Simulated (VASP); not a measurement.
AlGaSb$_{2}$ (space group R3m): the band gap from VASP (plane waves, PAW) at several levels of theory. Gaps are without spin-orbit coupling. Each level names its cell: its own relaxed one, PBE's, or the starting one. A gap is the smallest over the k-mesh and a band path; hybrids may have named points in place of the path, and GW has the mesh alone.

```csv
level,band gap (eV)
LDA (own cell),0.32
PBEsol (own cell),0.28
HSE06 (PBE cell),0.81
```

The cell of the LDA (own cell) run:

```cif
data_AlGaSb2
_chemical_formula_sum 'Al1 Ga1 Sb2'
_space_group_name_H-M_alt 'P 1'
_space_group_IT_number 1
_cell_length_a 7.44761
_cell_length_b 7.44761
_cell_length_c 7.44761
_cell_angle_alpha 33.621
_cell_angle_beta 33.621
_cell_angle_gamma 33.621
loop_
_space_group_symop_operation_xyz
  'x, y, z'
loop_
_atom_site_label
_atom_site_type_symbol
_atom_site_fract_x
_atom_site_fract_y
_atom_site_fract_z
_atom_site_occupancy
Al1 Al 0.99979 0.99979 0.99979 1
Ga1 Ga 0.50000 0.50000 0.50000 1
Sb1 Sb 0.12562 0.12562 0.12562 1
Sb2 Sb 0.62461 0.62461 0.62461 1
```

Only levels that ran to the end are used. Left out are those held back, those with too coarse a band path, GW runs whose mesh misses a band edge, hybrids' fits of cells that aren't cubic and levels without matching references; a question may draw on a part of the rest.

The structure comes from a computed database's AlGaSb2 entry (R3m); how it stands against other phases isn't given here.
